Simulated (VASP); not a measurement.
OSZICAR of a VASP run on GdN (rock salt):

File OSZICAR:
```
       N       E                     dE             d eps       ncg     rms          rms(c)
DAV:   1     0.433496618848E+02    0.43350E+02   -0.67898E+03  2304   0.117E+03
DAV:   2    -0.160230713864E+02   -0.59373E+02   -0.56223E+02  3132   0.234E+02
DAV:   3    -0.186976969153E+02   -0.26746E+01   -0.26511E+01  3030   0.408E+01
DAV:   4    -0.187361652121E+02   -0.38468E-01   -0.38410E-01  2855   0.441E+00
DAV:   5    -0.187368796562E+02   -0.71444E-03   -0.71349E-03  3138   0.466E-01    0.263E+01
DAV:   6    -0.164980909648E+02    0.22388E+01   -0.20408E+01  2669   0.273E+01    0.245E+01
DAV:   7    -0.162881962259E+02    0.20989E+00   -0.15665E+00  2645   0.818E+00    0.169E+01
DAV:   8    -0.162902185342E+02   -0.20223E-02   -0.14766E-01  2540   0.389E+00    0.612E+00
DAV:   9    -0.162838168713E+02    0.64017E-02   -0.22052E-02  2805   0.117E+00    0.500E-01
DAV:  10    -0.162840632351E+02   -0.24636E-03   -0.71847E-04  3167   0.231E-01    0.432E-01
DAV:  11    -0.162840292121E+02    0.34023E-04   -0.22372E-04  2814   0.998E-02    0.206E-02
DAV:  12    -0.162840299448E+02   -0.73263E-06   -0.72434E-06  2963   0.248E-02    0.129E-02
DAV:  13    -0.162840295825E+02    0.36224E-06   -0.17623E-06  3081   0.876E-03    0.300E-03
DAV:  14    -0.162840296392E+02   -0.56628E-07   -0.49935E-08  1875   0.230E-03
   1 F= -.16284030E+02 E0= -.16284030E+02  d E =0.000000E+00
```

Problem. Which electronic solver shows in the log?

Solution. It is blocked Davidson (ALGO = Normal, or the opening steps of other solvers). The INCAR had ALGO = Normal.

Problem. Can the final energy be trusted as converged?

Solution. The calculation finished and met its thresholds. It stopped with EDIFF = 1E-7, NELM = 100 (PW91 GGA, plane waves, VASP's PBE PAW potentials (set 64)). The 4f electrons are frozen in the core of the lanthanide potential, so 4f levels, which can set the real gap, and their magnetism are missing.

The compound is GdN in the rock salt structure. It was relaxed first.
